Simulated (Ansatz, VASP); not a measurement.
# LaSi2: VASP beside Ansatz, part 2 of 2

Aim: how closely do two programs agree when they are given the same cell, functional and k mesh?

VASP 6.6.1 and Ansatz 0.2.0.

So far: Set-up; VASP: relaxation of cell and atoms, PBEsol.

## Step 3: Ansatz: relaxation of cell and atoms, PBEsol

Level of this step: Ansatz beside VASP: Kohn-Sham DFT, plane waves, PBEsol (Ansatz).

Ansatz runs on its default PAW (the set named soft_2) files.

The same cell, functional, mesh and smearing now go to Ansatz, which takes its cutoff from its data sets.

The input, input.yaml:

```yaml
crystal:
  lattice:
    - [-2.1405, 2.1405, 6.875]
    - [2.1405, -2.1405, 6.875]
    - [2.1405, 2.1405, -6.875]
  atoms:
    - { symbol: La, position: [0.75, 0.25, 0.5] }
    - { symbol: La, position: [0.0, 0.0, 0.0] }
    - { symbol: Si, position: [0.584, 0.584, 0.0] }
    - { symbol: Si, position: [0.334, 0.834, 0.5] }
    - { symbol: Si, position: [0.166, 0.666, 0.5] }
    - { symbol: Si, position: [0.416, 0.416, 0.0] }
hamiltonian:
  xc: pbesol
  pseudopotentials: { kind: paw }
kpoints:
  mp_grid: { grid: [6, 6, 6] }
scf:
  occupations: { method: gaussian, width: 0.1 }
relax:
  f_tol: 0.01
  max_steps: 60
  cell: { stress_tol: 0.05 }
output:
  forces: true
  stress: true
```

Started as:

```
$ ansatz run input.yaml --threads 4 --pin off --max-ram 9216MiB --backend cpu --events-out ev --progress --plain --runs-dir out
```

Numbers of over 12 decimals in the logs are rounded to 6 here.

What it wrote:

```text
basis.fft_grid_basis auto: the FFT boxes are laid along the combinations [[1, 0, 1], [0, 1, 1], [0, 0, 1]] of the cell's own vectors, 4.281, 4.281 and 7.512 Å long. The dense box has 30×30×54 points. Along the cell's own vectors, as sized, it would have 54×54×54, 3.24 times as many. Of the 16 symmetry operations that the crystal satisfies within crystal.symmetry.tolerance (time reversal apart; of a slab, those that k [...]
Engine: ansatz 0.2.0, aarch64-unknown-linux-gnu
Pseudopotentials: kind: paw
Pseudopotential: La, paw, valence charge 11, recommended cutoff 420 eV (normal), La.paw.azcp
Pseudopotential: Si, paw, valence charge 4, recommended cutoff 420 eV (normal), Si.paw.azcp
Functional definition: PBEsol
  exchange = pbesol_x
  correlation = pbesol_c
Crystal: 6 atoms, lattice volume = 125.998 Å³
Basis set: ecut = 420 eV, 2447 PW (Γ), FFT grids on a1+a3, a2+a3, a3, exchange–correlation on 60×60×108 points (8 copies of the dense FFT grid, shifted against one another)
Bands: 25, of which v1, the nominal top of the filled ones, is band 19 counted from 1 (18 counted from 0)
Symmetry: 16 space group operations
Space group: I41/amd (ITA 141), of the structure as read, at distance tolerance 5.0e-5 Å
k-points: 30 of 216
Non-local potential: La, projectors of the file, l = 0: 3, l = 1: 2, l = 2: 2, l = 3: 3
Non-local potential: Si, projectors of the file, l = 0: 2, l = 1: 2, l = 2: 2
PAW form: soft (Blöchl's): semilocal exchange-correlation on the pseudo side does not see the compensation charge
PAW frozen core: La, regenerated for the run's functional, and the local potential with it (the file was generated under x = pbe(κ = 0.804, μ = 0.219515), c = pbe(β = 0.066725))
PAW frozen core: Si, regenerated for the run's functional, and the local potential with it (the file was generated under x = pbe(κ = 0.804, μ = 0.219515), c = pbe(β = 0.066725))
PAW one-centre angular grid: La, 590 points (default); XC on 64 Gauss nodes
PAW one-centre angular grid: Si, 110 points (default); XC on 64 Gauss nodes
Initial density: superposition of atomic densities (neutral atoms: chi_scale 0, normalization atom), corrected by the library's trained network
Initial wavefunctions: pseudopotential atomic-orbital guess
Functional: x = pbesol(κ = 0.804, μ = 0.123457), c = pbesol(β = 0.046)
SCF iter   1: F=—  HF=-14812.865718 eV  |F-HF|=—  |Δ(HF+E_count)|=         —  Δρ=2.96e-3  dr2=2.32e-2  ethr=1.77e-3  ⟨swp⟩=7.6  Hψ=4177  notcnv=0
preconditioner: auto → Kerker (q_TF=auto, 2.234 Å⁻¹)  [metal: Δε(μ)=0.044 eV  Ē_g=9.996 eV  σ=0.100 eV  W_gap=0.24  n_scr=24 (ndim 8)  ℏωp=19.3 eV  f_vac=0.000  D(μ)=3.95/eV (n_scr^D=32)]
SCF iter   2: F=—  HF=-14812.861142 eV  |F-HF|=—  |Δ(HF+E_count)|=   4.58e-3  Δρ=1.64e-3  dr2=5.90e-3  ethr=6.10e-5  ⟨swp⟩=2.8  Hψ=1431  notcnv=0  defer=10
SCF iter   3: F=—  HF=-14812.859882 eV  |F-HF|=—  |Δ(HF+E_count)|=   1.26e-3  Δρ=3.19e-4  dr2=2.24e-4  ethr=1.55e-5  ⟨swp⟩=2.0  Hψ=1103  notcnv=0  defer=10
SCF iter   4: F=—  HF=-14812.859842 eV  |F-HF|=—  |Δ(HF+E_count)|=   3.99e-5  Δρ=7.77e-5  dr2=8.10e-6  ethr=5.89e-7  ⟨swp⟩=2.1  Hψ=1264  notcnv=0  defer=10
SCF iter   5: F=—  HF=-14812.859843 eV  |F-HF|=—  |Δ(HF+E_count)|=   1.15e-6  Δρ=1.17e-5  dr2=2.16e-7  ethr=2.13e-8  ⟨swp⟩=2.6  Hψ=1167  notcnv=0  defer=9
SCF iter   6: F=-14812.859843 eV  HF=-14812.859843 eV  |F-HF|=1.76e-9  |Δ(HF+E_count)|=   1.71e-8  Δρ=2.47e-6  dr2=7.54e-9  ethr=2.63e-10  ⟨swp⟩=4.3  Hψ=2614  notcnv=0
SCF 1 converged in 6 iterations: F = -14812.859843 eV  dr2 = 7.54e-9
  greatest PAW one-centre occupation: 0.971 electrons in one spin orbital (limit 2), on the La atom at site 1 (counted from 0), in its partial waves of l = 0
relax step   1: F+E_penalty+E_count = -14812.85984289 eV  Δ(F+E_penalty+E_count) = +0.000e0 eV  max|allowed force component| = 1.976e-1 eV/Å  Δτ_max = 0.0000 Å  P = +0.220 GPa  Ω = 125.998 Å³  (6 SCF iters, dr2 threshold 1.00e-7 eV, accepted)
[... from here on, the SCF cycles and remarks between the steps are left out ...]
relax step   2: F+E_penalty+E_count = -14812.86398515 eV  Δ(F+E_penalty+E_count) = -4.142e-3 eV  max|allowed force component| = 9.478e-2 eV/Å  Δτ_max = 0.0029 Å  P = +0.068 GPa  Ω = 126.085 Å³  energy of the carried Pulay correction = -1.033e-5 eV  (4 SCF iters, dr2 threshold 6.00e-7 eV, accepted)
relax step   3: F+E_penalty+E_count = -14812.86655802 eV  Δ(F+E_penalty+E_count) = -2.573e-3 eV  max|allowed force component| = 2.319e-2 eV/Å  Δτ_max = 0.0016 Å  P = +0.058 GPa  Ω = 125.883 Å³  energy of the carried Pulay correction = +1.370e-5 eV  (5 SCF iters, dr2 threshold 6.00e-7 eV, accepted)
relax step   4: F+E_penalty+E_count = -14812.86968268 eV  Δ(F+E_penalty+E_count) = -3.125e-3 eV  max|allowed force component| = 7.304e-2 eV/Å  Δτ_max = 0.0044 Å  P = -0.079 GPa  Ω = 125.831 Å³  energy of the carried Pulay correction = +1.986e-5 eV  (5 SCF iters, dr2 threshold 1.67e-7 eV, accepted)
relax step   5: F+E_penalty+E_count = -14812.87407738 eV  Δ(F+E_penalty+E_count) = -4.395e-3 eV  max|allowed force component| = 3.862e-2 eV/Å  Δτ_max = 0.0075 Å  P = +0.166 GPa  Ω = 125.237 Å³  energy of the carried Pulay correction = +9.075e-5 eV  (5 SCF iters, dr2 threshold 3.33e-7 eV, accepted)
relax step   6: F+E_penalty+E_count = -14812.87423979 eV  Δ(F+E_penalty+E_count) = -1.624e-4 eV  max|allowed force component| = 9.494e-3 eV/Å  Δτ_max = 0.0019 Å  P = -0.118 GPa  Ω = 125.657 Å³  energy of the carried Pulay correction = +4.065e-5 eV  (4 SCF iters, dr2 threshold 9.32e-8 eV, accepted)
relax step   7: F+E_penalty+E_count = -14812.87434066 eV  Δ(F+E_penalty+E_count) = -1.009e-4 eV  max|allowed force component| = 4.460e-3 eV/Å  Δτ_max = 0.0002 Å  P = +0.004 GPa  Ω = 125.502 Å³  energy of the carried Pulay correction = +5.905e-5 eV  (4 SCF iters, dr2 threshold 9.01e-8 eV, accepted)
relax step   8: F+E_penalty+E_count = -14812.87446165 eV  Δ(F+E_penalty+E_count) = -1.210e-4 eV  max|allowed force component| = 4.738e-3 eV/Å  Δτ_max = 0.0000 Å  P = +0.005 GPa  Ω = 125.502 Å³  stress off target by 5.32e-2 GPa  SCF on the basis re-selected at this cell (its energy is not comparable with the rows above)  (5 SCF iters)
relax step   9: F+E_penalty+E_count = -14812.87449320 eV  Δ(F+E_penalty+E_count) = -3.154e-5 eV  max|allowed force component| = 1.927e-4 eV/Å  Δτ_max = 0.0005 Å  P = +0.005 GPa  Ω = 125.489 Å³  energy of the carried Pulay correction = +1.845e-6 eV  (5 SCF iters, dr2 threshold 7.07e-9 eV, accepted)
relax step  10: F+E_penalty+E_count = -14812.87448970 eV  Δ(F+E_penalty+E_count) = +3.500e-6 eV  max|allowed force component| = 1.955e-4 eV/Å  Δτ_max = 0.0000 Å  P = +0.005 GPa  Ω = 125.489 Å³  stress off target by 1.01e-2 GPa  SCF on the basis re-selected at this cell (its energy is not comparable with the rows above)  (4 SCF iters)
basis re-selected at this cell: Δ(F+E_penalty+E_count) = +3.500e-6 eV, ΔP = -0.000 GPa vs the last step (what re-selecting the basis moved, of the pressure what is left beyond the Pulay correction that the steps carried, after the strain that the cell walked since its last selection, with what the two solves' SCF thresholds leave and, on support functions, any second-order correction that the steps lacked; it is no m [...]
SCF converged after 4 iterations
Free energy (F): -14812.874490 eV
Harris-Foulkes:  -14812.874490 eV  (|F-HF|=7.28e-12)
Internal energy: -14812.853095 eV  (E = F + TS)
E sigma→0 (E₀):  -14812.863793 eV
Entropy (-TS):   -0.021394 eV (-3.566 meV/atom)
Fermi energy:    11.240502 eV
--- Per-component energies (eV) ---
  E_band       = 4.489264
  E_kinetic    = 552.034233
  E_local      = -644.615065  (includes V_loc(G=0)·N_el)
  E_nonlocal   = 297.826442
  E_hartree    = 213.547358
  E_xc         = -500.040221
  E_vxc        = -487.889058  (∫ρ·V_xc dr)
  E_paw        = -12653.307152  (= ΣΔE_a)
  E_vpaw       = -139.962040  (= ΣTr[D̂ρ^β])
  E_aug_tail   = 0.000025  (compensation charges beyond the density's cutoff)
  E_ewald      = -2078.763978
  E_core_change = 0.465262  (= ΣΔE_core)
  E_smearing   = -0.021394  (= −TS)
  E_closure    = 0.000000  (closes the sum)
  Σ components = -14812.874490   (vs F -14812.874490, Δ=0.00e0)
--- Forces (eV/Å), atoms counted from 1 ---
  atom   1  La    -0.00000000    -0.00000000     0.00000000
  atom   2  La    -0.00000000     0.00000000     0.00000000
  atom   3  Si    -0.00000000     0.00000000    -0.00019552
  atom   4  Si     0.00000000     0.00000000    -0.00019552
  atom   5  Si     0.00000000     0.00000000     0.00019552
  atom   6  Si     0.00000000     0.00000000     0.00019552
  max |Σ_I F_I| component: 1.13e-17 eV/Å
--- Stress (GPa, compression-positive) ---
        0.010050       0.000000       0.000000
        0.000000       0.010050       0.000000
        0.000000       0.000000      -0.005250
  P = ⅓ Tr σ = 0.0050 GPa (0.050 kbar)
--- Relaxed structure (8 steps of the walk, 8 accepted, 2 SCFs on fresh bases) ---
  F+E_penalty+E_count = -14812.87448970 eV   max|allowed force component| = 1.955e-4 eV/Å   (the final SCF, on the basis selected at the relaxed cell)
  cell:  # Å, volume = 125.4887 Å³
    - [-2.103989, 2.103989, 7.086927]
    - [2.103989, -2.103989, 7.086927]
    - [2.103989, 2.103989, -7.086927]
  atoms:
    - { symbol: La, position: [0.75, 0.250000, 0.500000] }
    - { symbol: La, position: [0, 0, 0] }
    - { symbol: Si, position: [0.583308, 0.583308, 0] }
    - { symbol: Si, position: [0.333308, 0.833308, 0.500000] }
    - { symbol: Si, position: [0.166692, 0.666692, 0.5] }
    - { symbol: Si, position: [0.416692, 0.416692, 0] }
```

It took 16 s on 4 threads of Arm Neoverse V1, shared host; peak memory 0.5 GiB; 61 s of CPU time.

## Step 4: Differences

Known differences besides the potentials themselves: both relaxations stop at a tolerance, which leaves soft axes loose, and VASP keeps its plane-wave basis; the cutoff is 420 eV in Ansatz and 350 eV in VASP; Ansatz makes its cores anew for this functional, VASP keeps those of its PBE data sets; VASP leaves aspherical gradient terms in its spheres out (LASPH is not set), Ansatz keeps them; Ansatz adds a Pulay correction to the stress that steers its cell, VASP none. Total energies have different zeros and are not compared.

The two programs side by side:

```
                                         quantity  Ansatz    VASP  difference
                                      volume (Å³)  125.49  125.48     +0.01 %
edge a after relaxation, in the typed setting (Å)   7.686   7.687     -0.01 %
```

The walks stopped with 0.00 GPa left in Ansatz and -0.02 GPa in VASP; each walk ends within a tolerance, so the volume difference is uncertain by about these residues over the bulk modulus, most in soft cells.

## Step 5: Summary of results

```yaml
difference_in_edge_a_after_relaxation_in_the_typed_setting_relaxation_of_cell_and_atoms_pbesol: -0.0091 %
```

**Reading.** The difference in edge a after relaxation, in the typed setting is -0.0091 % (relaxation of cell and atoms, PBEsol), within the 1.2 % picked in this series as the mark of a large difference, as far as the stopping tolerances let one tell. How closely two codes agree says nothing of how well the functional describes the real material.

[Lines on the potential files, build, host, timing and source positions are cut from VASP's logs without a mark.]

[Logs are printed without paths, hosts, clocks, repeated set-up lines and the standing remarks that a program may print on its own settings, such as how far it seeks lower states.]

[Hosts, paths, dates, database ids (printed as entryN), source tags and the programs' standing remarks are cut or masked in the printed files.]
